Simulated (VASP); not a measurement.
# Sn with r2SCAN: from relaxation to properties, part 3 of 4

What structure and properties does r2SCAN give Sn, and how near are they to the measured ones? The start is a cell from a database of measured crystal structures.

VASP 6.6.1; r2SCAN; plane waves and PAW (Sn_d).

So far. Step 4 (Density, ELF and potential (r2SCAN)): In this run the pressure is 0.00 GPa, small enough to go on. Step 5 (Band structure (r2SCAN)): There is no gap at this level.

The database entry behind the starting cell differs from later determinations by our own check (about 0.15 % long, nanocrystals), so it need not match the best structure at ambient conditions.

## Step 6: Total and projected DOS (r2SCAN)

Here the states are counted by energy and projected on the atoms. The mesh is finer than in the run before.

The input, INCAR:

```
SYSTEM = Sn
PREC = Accurate
ENCUT = 400
EDIFF = 1E-06
NELM = 100
ISMEAR = -5
SIGMA = 0.2
LREAL = .FALSE.
ALGO = Normal
METAGGA = R2SCAN
LASPH = .TRUE.
NBANDS = 26
LORBIT = 11
LWAVE = .FALSE.
LCHARG = .FALSE.
KPAR = 2
NEDOS = 2001
```

The input, POSCAR:

```
Sn
1.0
   -2.9045720571      2.9045720571      1.6384020222
    2.9045720571     -2.9045720571      1.6384020222
    2.9045720571      2.9045720571     -1.6384020222
Sn
2
Direct
    0.0000000000      0.0000000000      0.0000000000
    0.7500000000      0.2500000000      0.5000000000
```

The input, KPOINTS:

```
Automatic mesh
0
Gamma
12 12 12
0 0 0
```

PAW data sets: Sn_d (PBE family, release 64).

Started as:

```
$ mpirun -np 2 vasp_std
```

The log of the run:

```text
[... set-up lines as in an earlier step ...]
 entering main loop
       N       E                     dE             d eps       ncg     rms          rms(c)
DAV:   1     0.177173282734E+03    0.17717E+03   -0.11833E+04  8986   0.147E+03
DAV:   2    -0.271639462148E+02   -0.20434E+03   -0.19757E+03  8704   0.374E+02
DAV:   3    -0.525749407083E+02   -0.25411E+02   -0.25246E+02  9720   0.115E+02
DAV:   4    -0.533806825310E+02   -0.80574E+00   -0.80521E+00  9986   0.228E+01
DAV:   5    -0.534108998057E+02   -0.30217E-01   -0.30213E-01 12626   0.403E+00    0.382E+00
DAV:   6    -0.492197309659E+02    0.41912E+01   -0.10264E+00 10322   0.135E+01    0.194E+00
DAV:   7    -0.492290472153E+02   -0.93162E-02   -0.19875E-02 10578   0.126E+00    0.939E-01
DAV:   8    -0.492345426236E+02   -0.54954E-02   -0.80406E-03 11112   0.598E-01    0.783E-02
DAV:   9    -0.492344878436E+02    0.54780E-04   -0.12045E-03 11864   0.460E-01    0.519E-02
DAV:  10    -0.492344834617E+02    0.43820E-05   -0.69475E-05 11752   0.823E-02    0.201E-02
DAV:  11    -0.492344761945E+02    0.72672E-05   -0.40404E-05 11718   0.784E-02    0.180E-03
DAV:  12    -0.492344770231E+02   -0.82864E-06   -0.28421E-06  9244   0.170E-02
   1 F= -.49234477E+02 E0= -.49234477E+02  d E =0.000000E+00
 -----------------------------------------------------------------------------
|                                                                             |
|           W    W    AA    RRRRR   N    N  II  N    N   GGGG   !!!           |
|           W    W   A  A   R    R  NN   N  II  NN   N  G    G  !!!           |
|           W    W  A    A  R    R  N N  N  II  N N  N  G       !!!           |
|           W WW W  AAAAAA  RRRRR   N  N N  II  N  N N  G  GGG   !            |
|           WW  WW  A    A  R   R   N   NN  II  N   NN  G    G                |
|           W    W  A    A  R    R  N    N  II  N    N   GGGG   !!!           |
|                                                                             |
|     Tetrahedron method does not include variations of the Fermi             |
|     occupations, so forces and stress will be inaccurate. We suggest        |
|     using a different smearing scheme ISMEAR = 1 or 2 for metals in         |
|     relaxations.                                                            |
|                                                                             |
 -----------------------------------------------------------------------------
```

It took 2.7 min on 2 MPI ranks of Intel Xeon 6975P-C (Granite Rapids), shared host; peak memory 0.47 GiB.

From OUTCAR (step 6):

```text
   k-points           NKPTS =    163   k-points in BZ     NKDIM =    163   number of bands    NBANDS=     26

   NELECT =      28.0000    total number of electrons

 E-fermi :   7.6957

 k-point     1 :       0.0000    0.0000    0.0000
  band No.  band energies     occupation
    ...
     10     -14.1205      2.00000
     11      -3.8382      2.00000
     12       4.3425      2.00000
     13       5.7088      2.00000
     14       5.7089      2.00000
     15      11.1911      0.00000
     16      14.2579      0.00000
     17      14.3232      0.00000
     18      14.4115      0.00000
     19      14.4116      0.00000
    ...

  Total        0.1560292      0.1560292     -0.5051750      0.0000000      0.0000000      0.0000000
  in kB        4.5213878      4.5213878    -14.6388747      0.0000000      0.0000000      0.0000000
  external PRESSURE =      -1.8653664 kB  Pullay stress =       0.0000000 kB

  FREE ENERGIE OF THE ION-ELECTRON SYSTEM (eV)
  ---------------------------------------------------
  free  energy   TOTEN  =       -49.2344770231 eV

  energy  without entropy=      -49.2344770231  energy(sigma->0) =      -49.23447702

[... 8 parts as in an earlier step ...]

[... 9 further parts left out ...]
```

With tetrahedra the forces and stress of a metal are not exact derivatives of the energy.

This step gave:

```
SCF cycles             : 12
irreducible k-points   : 163
Fermi energy           : 7.696 eV
pressure               : -0.1865 GPa
DOS at the Fermi level : 0.8739 states/eV/cell
```

The density of states has structure finer than the step of the table below, so its rows give means over 0.5 eV, whole bins alone (the curve runs from -12.0 to 7.92 eV). Peaks (eV: height): total -7.45: 1.17, -1.47: 1.51, 2.56: 1.21, 4.51: 1.72; Sn p -1.47: 0.724, 2.56: 0.504, 4.58: 0.723; Sn s -7.45: 0.673, -5.65: 0.378; Sn d 4.44: 0.145.

States under -12.0 eV and over 7.9 eV are left out. Density of states against energy, zero at the Fermi level; means over each step; values in states/eV/cell:

```csv
energy (eV),total,Sn p,Sn s,Sn d
-11.5,0.0552,4.5e-4,0.0301,0
-11.0,0.234,0.00474,0.126,4.3e-6
-10.5,0.338,0.0119,0.179,4.2e-4
-10.0,0.419,0.0205,0.219,0.00113
-9.5,0.508,0.0309,0.264,0.00217
-9.0,0.550,0.0376,0.286,0.00346
-8.5,0.658,0.0489,0.346,0.00551
-8.0,0.780,0.0561,0.424,0.00902
-7.5,1.08,0.0697,0.614,0.0158
-7.0,0.739,0.0569,0.418,0.0108
-6.5,0.509,0.0539,0.273,0.00686
-6.0,0.569,0.0683,0.302,0.00743
-5.5,0.616,0.0901,0.310,0.00733
-5.0,0.373,0.0580,0.188,0.00453
-4.5,0.376,0.0937,0.133,0.00424
-4.0,0.540,0.183,0.107,0.00715
-3.5,0.949,0.366,0.109,0.0154
-3.0,0.897,0.358,0.0952,0.0178
-2.5,0.911,0.390,0.0682,0.0209
-2.0,1.11,0.512,0.0573,0.0269
-1.5,1.40,0.672,0.0575,0.0369
-1.0,1.01,0.470,0.0577,0.0338
-0.5,0.934,0.423,0.0722,0.0369
0.0,0.864,0.380,0.0789,0.0393
0.5,0.901,0.383,0.0988,0.0450
1.0,0.955,0.392,0.117,0.0512
1.5,0.825,0.337,0.0982,0.0470
2.0,0.954,0.395,0.106,0.0575
2.5,1.13,0.473,0.121,0.0685
3.0,1.05,0.412,0.0876,0.0799
3.5,1.08,0.399,0.0619,0.102
4.0,1.42,0.539,0.0666,0.134
4.5,1.65,0.679,0.0711,0.141
5.0,1.48,0.648,0.0606,0.124
5.5,1.33,0.597,0.0432,0.106
6.0,1.23,0.560,0.0317,0.0978
6.5,0.949,0.406,0.0191,0.0922
7.0,0.943,0.294,0.0163,0.148
7.5,0.910,0.234,0.0179,0.161
```

The finer mesh and the other smearing move the Fermi level by +0.05 eV from the 8×8×8 run, a small shift, which tests the Fermi level alone. Of the states within 0.3 eV of the Fermi level, the largest shares in the PAW spheres are Sn p 44 % and Sn s 9 %. The rest lies in smaller channels or between the spheres.

## Step 7: Vibrations at Γ (r2SCAN)

Zone-centre modes test whether the atoms sit at a minimum within this cell. IBRION = 6 takes the force constants from differences of forces between displaced cells, so the forces must be tight.

The input, INCAR:

```
SYSTEM = Sn
PREC = Accurate
ENCUT = 400
EDIFF = 1E-08
NELM = 100
ISMEAR = 1
SIGMA = 0.2
LREAL = .FALSE.
ALGO = Normal
METAGGA = R2SCAN
LASPH = .TRUE.
NBANDS = 20
LORBIT = 11
LWAVE = .FALSE.
LCHARG = .FALSE.
KPAR = 2
IBRION = 6
NFREE = 2
POTIM = 0.015
ISIF = 2
NSW = 1
```

POSCAR is that of step 6.

The input, KPOINTS:

```
Automatic mesh
0
Gamma
13 13 13
0 0 0
```

Started as:

```
$ mpirun -np 2 vasp_std
```

The log of the run:

```text
[... set-up lines as in an earlier step ...]
 entering main loop
       N       E                     dE             d eps       ncg     rms          rms(c)
DAV:   1     0.160766601272E+03    0.16077E+03   -0.13026E+04  7940   0.191E+03
DAV:   2    -0.328980801216E+02   -0.19366E+03   -0.19043E+03  7924   0.420E+02
DAV:   3    -0.527829802666E+02   -0.19885E+02   -0.19755E+02  8964   0.133E+02
DAV:   4    -0.533887916723E+02   -0.60581E+00   -0.60550E+00  8836   0.262E+01
DAV:   5    -0.534153470662E+02   -0.26555E-01   -0.26555E-01 11040   0.495E+00    0.383E+00
DAV:   6    -0.492246778382E+02    0.41907E+01   -0.11526E+00  8992   0.175E+01    0.190E+00
DAV:   7    -0.492335078080E+02   -0.88300E-02   -0.19579E-02  9200   0.155E+00    0.944E-01
DAV:   8    -0.492390471553E+02   -0.55393E-02   -0.95909E-03  9888   0.828E-01    0.752E-02
DAV:   9    -0.492389682998E+02    0.78855E-04   -0.16384E-03 10496   0.649E-01    0.446E-02
DAV:  10    -0.492389805552E+02   -0.12255E-04   -0.61309E-05 10136   0.902E-02    0.189E-02
DAV:  11    -0.492389766003E+02    0.39549E-05   -0.60724E-05 10592   0.114E-01    0.262E-03
DAV:  12    -0.492389778660E+02   -0.12657E-05   -0.24395E-06 10616   0.174E-02    0.402E-03
DAV:  13    -0.492389755600E+02    0.23060E-05   -0.23024E-06 10596   0.241E-02    0.452E-04
DAV:  14    -0.492389756315E+02   -0.71544E-07   -0.28580E-08  7120   0.150E-03    0.304E-04
DAV:  15    -0.492389757523E+02   -0.12071E-06   -0.16034E-08  5064   0.197E-03    0.632E-05
DAV:  16    -0.492389757634E+02   -0.11115E-07   -0.22616E-09  4820   0.459E-04    0.325E-05
DAV:  17    -0.492389757614E+02    0.19904E-08   -0.45696E-10  4728   0.210E-04
   1 F= -.49238976E+02 E0= -.49239704E+02  d E =0.218351E-02
 Found     2 degrees of freedom:
 Finite differences POTIM= 0.01500 DOF=   2
 bond charge predicted
       N       E                     dE             d eps       ncg     rms          rms(c)
DAV:   1    -0.492339162703E+02    0.50595E-02   -0.11021E+00 26336   0.679E+00    0.136E-01
DAV:   2    -0.492384950882E+02   -0.45788E-02   -0.30620E-02 34040   0.167E+00    0.416E-02
DAV:   3    -0.492385341430E+02   -0.39055E-04   -0.32860E-04 28220   0.167E-01    0.362E-02
DAV:   4    -0.492385430801E+02   -0.89371E-05   -0.23234E-05 36068   0.497E-02    0.149E-02
DAV:   5    -0.492385449569E+02   -0.18768E-05   -0.23815E-06 31624   0.141E-02    0.135E-03
DAV:   6    -0.492385449605E+02   -0.35502E-08   -0.22766E-07 27020   0.441E-03    0.120E-03
DAV:   7    -0.492385449085E+02    0.51918E-07   -0.24368E-08 22248   0.200E-03    0.179E-04
DAV:   8    -0.492385449158E+02   -0.72396E-08   -0.31470E-09 14576   0.533E-04
   2 F= -.49238545E+02 E0= -.49239272E+02  d E =0.218272E-02
[...]
3 F= -.49238544E+02 E0= -.49239272E+02  d E =0.218272E-02
[...]
4 F= -.49238915E+02 E0= -.49239640E+02  d E =0.217603E-02
 Finite differences progress:
  Degree of freedom:   2/  2
  Displacement:        1/  2
  Total:               3/  4
 bond charge predicted
       N       E                     dE             d eps       ncg     rms          rms(c)
DAV:   1    -0.492233873457E+02    0.15528E-01   -0.33901E+00 15112   0.116E+01    0.170E-01
DAV:   2    -0.492387959842E+02   -0.15409E-01   -0.97658E-02 18876   0.283E+00    0.655E-02
DAV:   3    -0.492388947742E+02   -0.98790E-04   -0.98922E-04 15856   0.290E-01    0.536E-02
DAV:   4    -0.492389093722E+02   -0.14598E-04   -0.86819E-05 20652   0.100E-01    0.215E-02
DAV:   5    -0.492389151563E+02   -0.57841E-05   -0.86707E-06 17844   0.264E-02    0.309E-03
DAV:   6    -0.492389152814E+02   -0.12517E-06   -0.73075E-07 15944   0.782E-03    0.180E-03
DAV:   7    -0.492389151110E+02    0.17046E-06   -0.14752E-07 17436   0.465E-03    0.294E-04
DAV:   8    -0.492389151148E+02   -0.37762E-08   -0.73174E-09  9304   0.845E-04
   5 F= -.49238915E+02 E0= -.49239640E+02  d E =0.217604E-02
 Finite differences progress:
  Degree of freedom:   2/  2
  Displacement:        2/  2
  Total:               4/  4
```

The job ended after 22 min (2 MPI ranks; peak memory 1.2 GiB; 44 min of CPU time).

From OUTCAR (step 7):

```text
   k-points           NKPTS =    196   k-points in BZ     NKDIM =    196   number of bands    NBANDS=     20

   NELECT =      28.0000    total number of electrons

 E-fermi :   7.6722

 k-point     1 :       0.0000    0.0000    0.0000
  band No.  band energies     occupation
    ...
     10     -14.1230      2.00000
     11      -3.8393      2.00000
     12       4.3418      2.00000
     13       5.7014      2.00000
     14       5.7149      2.00000
     15      11.1895     -0.00000
     16      14.2574      0.00000
     17      14.3231      0.00000
     18      14.3940      0.00000
     19      14.4274      0.00000
    ...

  Total        0.2791086      0.1822291     -0.4895163      0.0000000      0.0000000      0.0000000
  in kB        8.0879605      5.2806032    -14.1851198      0.0000000      0.0000000      0.0000000
  external PRESSURE =      -0.2721854 kB  Pullay stress =       0.0000000 kB

 POSITION                                       TOTAL-FORCE (eV/Angst)
 -----------------------------------------------------------------------------------
      0.00000      0.00000     -0.01500         0.000000      0.000000      0.008892
      0.00000      2.90457      0.81920        -0.000000     -0.000000     -0.008892
 -----------------------------------------------------------------------------------
    total drift:                                0.000000      0.000000     -0.000036

  FREE ENERGIE OF THE ION-ELECTRON SYSTEM (eV)
  ---------------------------------------------------
  free  energy   TOTEN  =       -49.2389151148 eV

  energy  without entropy=      -49.2410911567  energy(sigma->0) =      -49.23964046

 Eigenvectors and eigenvalues of the dynamical matrix
 ----------------------------------------------------

   1 f  =    4.007237 THz    25.178215 2PiTHz  133.667050 cm-1    16.572595 meV
             X         Y         Z           dx          dy          dz
      0.000000  0.000000  0.000000     0.707107   -0.000000   -0.000000
      0.000000  2.904572  0.819201    -0.707107    0.000000    0.000000

   2 f  =    4.007237 THz    25.178215 2PiTHz  133.667050 cm-1    16.572595 meV
             X         Y         Z           dx          dy          dz
      0.000000  0.000000  0.000000    -0.000000   -0.707107   -0.000000
      0.000000  2.904572  0.819201     0.000000    0.707107    0.000000

   3 f  =    1.569853 THz     9.863680 2PiTHz   52.364675 cm-1     6.492389 meV
             X         Y         Z           dx          dy          dz
      0.000000  0.000000  0.000000     0.000000    0.000000   -0.707107
      0.000000  2.904572  0.819201     0.000000    0.000000    0.707107

   4 f  =    0.000000 THz     0.000000 2PiTHz    0.000001 cm-1     0.000000 meV
             X         Y         Z           dx          dy          dz
      0.000000  0.000000  0.000000    -0.531694   -0.452163    0.113357
      0.000000  2.904572  0.819201    -0.531694   -0.452163    0.113357

   5 f/i=    0.000000 THz     0.000000 2PiTHz    0.000000 cm-1     0.000000 meV
             X         Y         Z           dx          dy          dz
      0.000000  0.000000  0.000000    -0.162595    0.018737   -0.687904
      0.000000  2.904572  0.819201    -0.162595    0.018737   -0.687904

   6 f/i=    0.000000 THz     0.000000 2PiTHz    0.000002 cm-1     0.000000 meV
             X         Y         Z           dx          dy          dz
      0.000000  0.000000  0.000000    -0.436880    0.543320    0.118061
      0.000000  2.904572  0.819201    -0.436880    0.543320    0.118061

 ELASTIC MODULI CONTR FROM IONIC RELAXATION (kBar)
 Direction    XX          YY          ZZ          XY          YZ          ZX
 --------------------------------------------------------------------------------
 XX        -504.0311    504.0311      0.0000      0.0000      0.0000      0.0000
 YY         504.0311   -504.0311      0.0000      0.0000     -0.0000     -0.0000
 ZZ           0.0000      0.0000      0.0000      0.0000      0.0000      0.0000
 XY           0.0000      0.0000      0.0000      0.0000      0.0000      0.0000
 YZ           0.0000     -0.0000      0.0000      0.0000    -38.8116      0.0000
 ZX           0.0000     -0.0000      0.0000      0.0000      0.0000    -38.8119
 --------------------------------------------------------------------------------

[... 7 parts as in an earlier step ...]

[... 9 further parts left out ...]
```

CONTCAR:

```
Sn
   1.00000000000000
    -2.9045720571000002    2.9045720571000002    1.6384020222000000
     2.9045720571000002   -2.9045720571000002    1.6384020222000000
     2.9045720571000002    2.9045720571000002   -1.6384020222000000
  Sn
     2
Direct
    -0.0045776310687954   -0.0045776310687954    0.0000000000000000
     0.7500000000000000    0.2500000000000000    0.5000000000000000
```

The last energy, forces, stress and levels in OUTCAR belong to the last displaced cell, not to the cell of POSCAR.

This step gave:

```yaml
bands: 20
irreducible_k_points: 196
pressure_of_the_cell: -0.03343 GPa
largest_force_of_the_cell: 0 eV/Å
```

Modes at Γ:

```csv
mode,frequency (cm⁻¹),symmetry
1,0.0,acoustic
2,0.0,acoustic
3,0.0,acoustic
4,52.4,Bg
5,133.7,Eg
6,133.7,Eg
```

Displacements in mode 4 (52.4 cm⁻¹), the largest set to 1:
```
Sn1  0.00  0.00 -1.00
Sn2  0.00  0.00  1.00
```

Displacements in mode 5 (133.7 cm⁻¹), the largest set to 1:
```
Sn1  0.00 -1.00  0.00
Sn2  0.00  1.00  0.00
```

The three acoustic modes come out at zero, and all others are real. By the characters of their eigenvectors the optical modes sort into (cm⁻¹) Raman active: Bg 52, Eg 134. B labels carry no number here, since it depends on the setting of the axes. With a centre of inversion no mode is active in both.

## Step 8: Volume scan with r2SCAN

An equation of state needs energies on both sides of the minimum, all on one mesh and cutoff.

Changes to INCAR since step 7:

```diff
@@ -3,3 +3,3 @@
 ENCUT = 400
-EDIFF = 1E-08
+EDIFF = 1E-06
 NELM = 100
@@ -16,6 +16,2 @@
 KPAR = 2
-IBRION = 6
-NFREE = 2
-POTIM = 0.015
 ISIF = 2
-NSW = 1
```

The input, POSCAR:

```
Sn
1.0
   -2.8452784389      2.8452784389      1.6049558614
    2.8452784389     -2.8452784389      1.6049558614
    2.8452784389      2.8452784389     -1.6049558614
Sn
2
Direct
    0.0000000000      0.0000000000      0.0000000000
    0.7500000000      0.2500000000      0.5000000000
```

The input, KPOINTS:

```
Automatic mesh
0
Gamma
8 8 8
0 0 0
```

Started as:

```
$ mpirun -np 2 vasp_std
```

The log of the run:

```text
[... set-up lines as in an earlier step ...]
 entering main loop
       N       E                     dE             d eps       ncg     rms          rms(c)
DAV:   1     0.161688326568E+03    0.16169E+03   -0.12966E+04  2388   0.197E+03
DAV:   2    -0.333404416176E+02   -0.19503E+03   -0.19146E+03  2384   0.420E+02
DAV:   3    -0.527302333874E+02   -0.19390E+02   -0.19239E+02  2680   0.132E+02
DAV:   4    -0.533175239924E+02   -0.58729E+00   -0.58545E+00  2720   0.256E+01
DAV:   5    -0.533428705308E+02   -0.25347E-01   -0.25346E-01  3388   0.480E+00    0.419E+00
DAV:   6    -0.491809395705E+02    0.41619E+01   -0.11265E+00  2720   0.176E+01    0.206E+00
DAV:   7    -0.491899078379E+02   -0.89683E-02   -0.20273E-02  2776   0.157E+00    0.988E-01
DAV:   8    -0.491947017038E+02   -0.47939E-02   -0.83383E-03  3068   0.759E-01    0.731E-02
DAV:   9    -0.491946273887E+02    0.74315E-04   -0.15721E-03  3212   0.656E-01    0.484E-02
DAV:  10    -0.491946388112E+02   -0.11423E-04   -0.44596E-05  3064   0.670E-02    0.210E-02
DAV:  11    -0.491946343406E+02    0.44707E-05   -0.75660E-05  3196   0.132E-01    0.359E-03
DAV:  12    -0.491946347734E+02   -0.43281E-06   -0.14660E-06  2184   0.118E-02
   1 F= -.49194635E+02 E0= -.49194242E+02  d E =-.117796E-02
```

Run time: 37 s. Hardware: 2 MPI ranks; peak memory 0.33 GiB; 71 s of CPU time.

Parts of OUTCAR (step 8):

```text
   ENCUT  =  400.0 eV  29.40 Ry    5.42 a.u.   7.06  7.06  7.06*2*pi/ulx,y,z

   NELECT =      28.0000    total number of electrons

 E-fermi :   8.4144

 k-point     1 :       0.0000    0.0000    0.0000
  band No.  band energies     occupation
    ...
     10     -13.3483      2.00000
     11      -3.5450      2.00000
     12       5.3508      2.00000
     13       6.3214      2.00000
     14       6.3214      2.00000
     15      11.8819     -0.00000
     16      15.4650      0.00000
     17      15.5324      0.00000
     18      15.5473      0.00000
     19      15.5474      0.00000
    ...

  Total        1.2752936      1.2752936      1.0423587      0.0000000     -0.0000000      0.0000000
  in kB       39.3140816     39.3140816     32.1332868      0.0000000     -0.0000000      0.0000000
  external PRESSURE =      36.9204833 kB  Pullay stress =       0.0000000 kB

 POSITION                                       TOTAL-FORCE (eV/Angst)
 -----------------------------------------------------------------------------------
      0.00000      0.00000      0.00000         0.000000      0.000000      0.000000
     -0.00000      2.84528      0.80248        -0.000000     -0.000000     -0.000000
 -----------------------------------------------------------------------------------
    total drift:                               -0.000000      0.000000      0.000000

  FREE ENERGIE OF THE ION-ELECTRON SYSTEM (eV)
  ---------------------------------------------------
  free  energy   TOTEN  =       -49.1946347734 eV

  energy  without entropy=      -49.1934568128  energy(sigma->0) =      -49.19424212

[... 3 parts as in an earlier step ...]

[... 13 further parts left out ...]
```

The scan keeps the cell's shape and the fractional positions fixed.

Numbers from this step:

| Quantity | Value |
| --- | --- |
| irreducible k-points | 59 |
| free energy (TOTEN) | -49.19 eV |
| energy at zero smearing | -49.19 eV |
| Fermi energy | 8.414 eV |
| pressure | 3.692 GPa |

The pressure here is 3.69 GPa.

[end of part 3 of 4]

[Lines on the potential files, build, host, timing and source positions are cut from VASP's logs without a mark.]

[Logs are printed without paths, hosts, clocks, repeated set-up lines and the standing remarks that a program may print on its own settings, such as how far it seeks lower states.]

[Hosts, paths, dates, database ids (printed as entryN), source tags and the programs' standing remarks are cut or masked in the printed files.]

[A measured line is paired with the nearest computed mode of its activity, which favours agreement.]
